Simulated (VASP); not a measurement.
Input:

```
CELL_PARAMETERS angstrom
      2.57526    -4.22438     0.00000
      2.57526     4.22438     0.00000
      0.00000     0.00000     4.02643
ATOMIC_POSITIONS crystal
  La 0.49993 0.50158 0.99570
  Al 0.00249 0.99950 0.50982
  Ni 0.17181 0.84093 0.00498
  Ni 0.82534 0.17094 0.99578
  Ni 0.00337 0.49930 0.50045
  Ni 0.49706 0.98776 0.49328
```

All values below come from PBEsol GGA, VASP's PBE PAW potentials (set 64) (plane waves; VASP). Numerical set-up: 300 eV cut-off, 4×4×4 Γ-centred mesh, Gaussian smearing of 0.20 eV, potentials La Al Ni.

At this cut-off the stress carries a Pulay error, which pulls relaxed volumes low.

### Question
The ions, cell shape and volume are relaxed. Give the cell that the relaxation ends in.

### Answer

```
CELL_PARAMETERS angstrom
      2.54874    -4.21685    -0.00006
      2.54877     4.21688     0.00003
     -0.00003     0.00004     4.00594
ATOMIC_POSITIONS crystal
  La 0.50003 0.49998 0.00000
  Al 0.00003 0.00003 0.50006
  Ni 0.17061 0.82941 0.99997
  Ni 0.82942 0.17052 0.99997
  Ni 0.99992 0.49998 0.50001
  Ni 0.49999 0.00008 0.49999
```
Space group Cmmm (65), at a tolerance of 0.03 Å.

### Question
How do energy and volume change from the first to the last step?

### Answer
The energy (σ→0) changes by -7.3 meV/atom and the volume by -1.7 %, in 29 ionic steps.

The structure comes from a computed database's LaAlNi4 entry; how it stands against other phases isn't given here. In the starting cell atoms are displaced from their ideal sites. This run relaxes it. The k-mesh is coarse (spacing up to 0.39 per Å, 2π included), so the numbers may not be converged in it. The run is one of a series of settings (EDIFFG = -0.01, IBRION = 2, ISIF = 3, NSW = 50 against the base run), some of them coarse on purpose. The run is not spin-polarised, so no magnetic state was tried.
